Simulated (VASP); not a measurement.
**Pt under biaxial strain in the (001) plane**

How do stress and energy of Pt follow biaxial strain in the (001) plane?

Calculated with VASP 6.6.1; r2SCAN; plane waves and PAW (Pt), in the first sound run; inputs show where later runs differ.

**1. Starting point**

The structure is cubic, space group Fm-3m (No. 225). The conventional cell has a = 3.920 Å, b = 3.920 Å, c = 3.920 Å, α = 90.00°, β = 90.00°, γ = 90.00°. Pt has 12 Pt at 2.77 Å nearest.

**2. Relax the crystal, r2SCAN**

The series starts from the cell that this level prefers, so that zero strain is near zero stress.

This step took 2 runs in a row; the last is shown.

Level: r2SCAN; plane waves and PAW (Pt).

Contents of INCAR:

```
SYSTEM = Pt
PREC = Accurate
ENCUT = 450
EDIFF = 1E-07
NELM = 120
ISMEAR = 1
SIGMA = 0.15
LREAL = .FALSE.
ALGO = Normal
METAGGA = R2SCAN
LASPH = .TRUE.
NBANDS = 11
LORBIT = 11
LWAVE = .FALSE.
LCHARG = .FALSE.
KPAR = 8
IBRION = 2
NSW = 40
ISIF = 3
EDIFFG = -0.005
POTIM = 0.4
```

Contents of POSCAR:

```
Pt
1.0
    0.0000000000      1.9718277347      1.9718277347
    1.9718277347      0.0000000000      1.9718277347
    1.9718277347      1.9718277347      0.0000000000
Pt
1
Direct
    0.0000000000      0.0000000000      0.0000000000
```

Contents of KPOINTS:

```
Automatic mesh
0
Gamma
26 26 26
0 0 0
```

Potentials, in the order of the species: Pt (PBE family, release 64).

Command:

```sh
> mpirun -np 8 vasp_std
```

Output:

```text
[banner, memory and clock lines left out]
running    8 mpi-ranks, on    1 nodes
[...]
|                                                                             |
|           W    W    AA    RRRRR   N    N  II  N    N   GGGG   !!!           |
|           W    W   A  A   R    R  NN   N  II  NN   N  G    G  !!!           |
|           W    W  A    A  R    R  N N  N  II  N N  N  G       !!!           |
|           W WW W  AAAAAA  RRRRR   N  N N  II  N  N N  G  GGG   !            |
|           WW  WW  A    A  R   R   N   NN  II  N   NN  G    G                |
|           W    W  A    A  R    R  N    N  II  N    N   GGGG   !!!           |
|                                                                             |
|     For optimal performance we recommend to set                             |
|       NCORE = 2 up to number-of-cores-per-socket                            |
|     NCORE specifies how many cores store one orbital (NPAR=cpu/NCORE).      |
|     This setting can greatly improve the performance of VASP for DFT.       |
[...]
|     You enforced a specific xc type in the INCAR file but a different       |
|     [... a line on the potential file left out ...]
|     I HOPE YOU KNOW WHAT YOU ARE DOING!                                     |
|                                                                             |

 LDA part: xc-table for (None), standard interpolation
 POSCAR, INCAR and KPOINTS ok, starting setup
[...]
entering main loop
       N       E                     dE             d eps       ncg     rms          rms(c)
DAV:   1    -0.120332661649E+02   -0.12033E+02   -0.50137E+03 11634   0.768E+02
DAV:   2    -0.542489888953E+02   -0.42216E+02   -0.40497E+02 12987   0.169E+02
DAV:   3    -0.547882365258E+02   -0.53925E+00   -0.53527E+00 13206   0.181E+01
DAV:   4    -0.547906269694E+02   -0.23904E-02   -0.23902E-02 13054   0.142E+00
[...]
DAV:  11    -0.515003905570E+02   -0.10105E-05   -0.56452E-07 14343   0.694E-03    0.195E-03
DAV:  12    -0.515003906633E+02   -0.10629E-06   -0.73273E-08  9959   0.253E-03    0.886E-04
DAV:  13    -0.515003905847E+02    0.78628E-07   -0.15014E-08  6404   0.103E-03
   1 F= -.51500391E+02 E0= -.51499682E+02  d E =-.515004E+02
[...]
reached required accuracy - stopping structural energy minimisation
```

The job ended after 26 s (8 MPI ranks of Intel Xeon 6975P-C (Granite Rapids), shared host; peak memory 1.4 GiB).

Lines that name or quote the potential files are left out of all logs, and their timing lines are given in words.

From OUTCAR (step 2):

```text
  Total       -0.0039113     -0.0039113     -0.0039113      0.0000000     -0.0000000      0.0000000
  in kB       -0.4086957     -0.4086957     -0.4086957      0.0000000     -0.0000000      0.0000000
  external PRESSURE =      -0.4086957 kB  Pullay stress =       0.0000000 kB

 POSITION                                       TOTAL-FORCE (eV/Angst)
 -----------------------------------------------------------------------------------
      0.00000      0.00000      0.00000        -0.000000     -0.000000     -0.000000
 -----------------------------------------------------------------------------------
    total drift:                                0.000000      0.000000      0.000000

  FREE ENERGIE OF THE ION-ELECTRON SYSTEM (eV)
  ---------------------------------------------------
  free  energy   TOTEN  =       -51.5003905847 eV

  energy  without entropy=      -51.4982633546  energy(sigma->0) =      -51.49968151

 reached required accuracy - stopping structural energy minimisation

[... 3 further parts left out ...]
[key lines of the parts left out:]
E-fermi :  10.6882
```

This run gave:

| Property | Result |
| --- | --- |
| energy(sigma→0) of the program | -51.4997 eV |
| stress, compression positive | xx, yy, zz -0.04, -0.04, -0.04 GPa |
| volume | 15.333 Å³ |
| ionic steps | 1 |

**3. Strain along the normal, r2SCAN**

One member in full: the plane is strained by 2 %, and the strain along the normal is moved by secant steps until the normal stress is under 0.012 GPa or five steps are spent; the atoms relax at each step.

This step took 3 runs, each at a new trial strain with the atoms of the one before; the last is shown.

Level: r2SCAN; plane waves and PAW (Pt).

INCAR: that of step 2 with these lines changed.

```diff
@@ -15,7 +15,7 @@
 LCHARG = .FALSE.
-KPAR = 8
-IBRION = 2
-NSW = 40
-ISIF = 3
-EDIFFG = -0.005
-POTIM = 0.4
+KPAR = 2
+IBRION = 1
+NSW = 25
+ISIF = 2
+EDIFFG = -0.004
+POTIM = 0.3
```

Contents of POSCAR:

```
Pt
1.0
    0.0000000000      2.0112642890      1.9117560740
    2.0112642890      0.0000000000      1.9117560740
    2.0112642890      2.0112642890      0.0000000000
Pt
1
Direct
    0.0000000000      0.0000000000      0.0000000000
```

KPOINTS is that of step 2.

Command:

```sh
> mpirun -np 2 vasp_std
```

Output:

```text
[banner, memory and clock lines left out]
running    2 mpi-ranks, on    1 nodes
[...]
[... a notice as in an earlier step ...]

 LDA part: xc-table for (None), standard interpolation
 POSCAR, INCAR and KPOINTS ok, starting setup
[...]
entering main loop
       N       E                     dE             d eps       ncg     rms          rms(c)
DAV:   1    -0.116553826270E+02   -0.11655E+02   -0.50423E+03 30303   0.768E+02
DAV:   2    -0.542470415858E+02   -0.42592E+02   -0.40755E+02 33645   0.169E+02
DAV:   3    -0.547969904787E+02   -0.54995E+00   -0.54656E+00 34293   0.183E+01
DAV:   4    -0.547994153492E+02   -0.24249E-02   -0.24246E-02 33892   0.143E+00
[...]
DAV:  11    -0.514937176401E+02   -0.89272E-06   -0.45209E-07 38118   0.537E-03    0.196E-03
DAV:  12    -0.514937178939E+02   -0.25380E-06   -0.74981E-08 25368   0.247E-03    0.426E-04
DAV:  13    -0.514937178463E+02    0.47600E-07   -0.13661E-09 16592   0.329E-04
   1 F= -.51493718E+02 E0= -.51493178E+02  d E =-.514937E+02
 BRION: g(F)=  0.176E-64 g(S)=  0.000E+00
 reached required accuracy - stopping structural energy minimisation
```

It took 2.4 min on 2 MPI ranks; peak memory 0.55 GiB.

OUTCAR, selected parts (step 3):

```text
  Total       -0.3040844     -0.3040844     -0.0008849      0.0000000      0.0000000      0.0000000
  in kB      -31.4995195    -31.4995195     -0.0916648      0.0000000      0.0000000      0.0000000
  external PRESSURE =     -21.0302346 kB  Pullay stress =       0.0000000 kB

 POSITION                                       TOTAL-FORCE (eV/Angst)
 -----------------------------------------------------------------------------------
      0.00000      0.00000      0.00000         0.000000      0.000000      0.000000
 -----------------------------------------------------------------------------------
    total drift:                                0.000000      0.000000      0.000000

  FREE ENERGIE OF THE ION-ELECTRON SYSTEM (eV)
  ---------------------------------------------------
  free  energy   TOTEN  =       -51.4937178463 eV

  energy  without entropy=      -51.4920977803  energy(sigma->0) =      -51.49317782

[... 1 part as in an earlier step ...]

[... 3 further parts left out ...]
[key lines of the parts left out:]
E-fermi :  10.5158
```

Numbers from this step:

```
energy(sigma→0) of the program : -51.4932 eV
stress, compression positive   : xx, yy, zz -3.15, -3.15, -0.01 GPa
ionic steps                    : 1
```

**4. All members**

The other members went through these steps as far as the tables show, with the same cutoff and, step by step, the same mesh; 27 runs are not shown. The session took 2.3 core hours (wall time by ranks) on a shared machine.

| in-plane strain (%) | strain along the normal (%) | in-plane stress, tension positive (GPa) | energy above the unstrained row, extrapolated to no smearing (meV/atom) |
| --- | --- | --- | --- |
| -2.000 | 2.916 | -5.357 | 9.311 |
| -1.500 | 2.188 | -3.813 | 5.003 |
| -1.000 | 1.462 | ? | ? |
| -0.500 | 0.730 | -1.120 | 0.497 |
| 0 | -0.012 | 0.011 | 0.000 |
| 0.500 | -0.758 | 0.995 | 0.486 |
| 1.000 | -1.512 | 1.846 | 1.804 |
| 1.500 | -2.273 | 2.567 | 3.848 |
| 2.000 | -3.046 | 3.150 | 6.504 |

**5. A fit to the known rows**

A least-squares parabola through the 8 rows shown, with e the strain in %: stress = − 0.2779 e² + 2.126 e + 0.005476 (GPa), r.m.s. residual 0.0048 GPa.

At e = -1 this predicts -2.398 GPa.

**6. Prediction against calculation**

The calculation gives -2.394 GPa, so the prediction is 0.004 GPa too low.

Slopes at zero strain, from cubics through all rows: strain ratio -1.485, stress over strain 212 GPa.

**7. Outcome**

| Property | Result |
| --- | --- |
| error of the predicted stress | -0.004 GPa |
| ratio of normal to in-plane strain | -1.485 |
| biaxial modulus | 212 GPa |

In words: As a check, the curvature of the energy gives 204 GPa for the same modulus (energy per volume = M × strain²), 4 % from the slope of the stress; these energies are extrapolated to no smearing, while the stress belongs to the free energy, so part of the difference may come from that. These are static values: temperature and zero-point motion are left out. In a metal the slopes also depend on mesh and smearing, which were held through the series.

[Lines on the potential files, build, host, timing and source positions are cut from VASP's logs without a mark.]

[Logs are printed without paths, hosts, clocks, repeated set-up lines and the standing remarks that a program may print on its own settings, such as how far it seeks lower states.]

[Hosts, paths, dates, database ids (printed as entryN), source tags and the programs' standing remarks are cut or masked in the printed files.]

[In band tables of VASP the shares of atoms and orbitals are scaled to a sum of 1 inside the atoms' spheres.]
